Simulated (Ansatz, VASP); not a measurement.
**One calculation of ZrH2Br, two programs**

```
Zr H Br
1.0
     3.56963    0.00000    0.00000
    -1.78482    3.09139    0.00000
     0.00000    0.00000    5.29031
Zr H Br
1 2 1
Cartesian
  0.0000 0.0000 0.0000
  0.0000 2.0609 0.1746
  1.7848 1.0305 5.1157
  0.0000 0.0000 2.6452
```

Change from the starting cell: species swapped into the LiTiTe2 type (P-3m1, No. 164).

Alike in both runs: functional PBE; k mesh 6 × 6 × 4; occupations gaussian, width 0.1 eV; no spin polarisation.

Ansatz relaxed the structure, and its values are those at the end. VASP's run is a single point on that final structure, the one shown.

|  | VASP | Ansatz |
| --- | --- | --- |
| version | VASP 6.6.1 | Ansatz 0.2.0 |
| potentials or method | VASP PAW PBE potentials, release 64 (Zr_sv, H, Br) | scalar-relativistic, plane waves, PAW |
| plane-wave cutoff (eV) | 520 | 420 |
| valence electrons in the cell | 21 | 21 |

Ansatz gave:

| Quantity | Value |
| --- | --- |
| gap on the k mesh at the Fermi level (eV) | none |
| pressure (GPa) | -0.2 |
| rms of the force components (eV/Å) | 0.005 |

Q: Estimate VASP's values.

A: gap on the k mesh at the Fermi level (eV): none; pressure (GPa): -0.2; rms of the force components (eV/Å): 0.004.

A gap of «none» marks a metal or a gap that the smearing closes. With one functional, cell and mesh, what is left measures potentials, basis and numerics.

Caveats: an odd number of electrons without spin polarisation forces a metal; a magnetic or distorted state may lie lower.
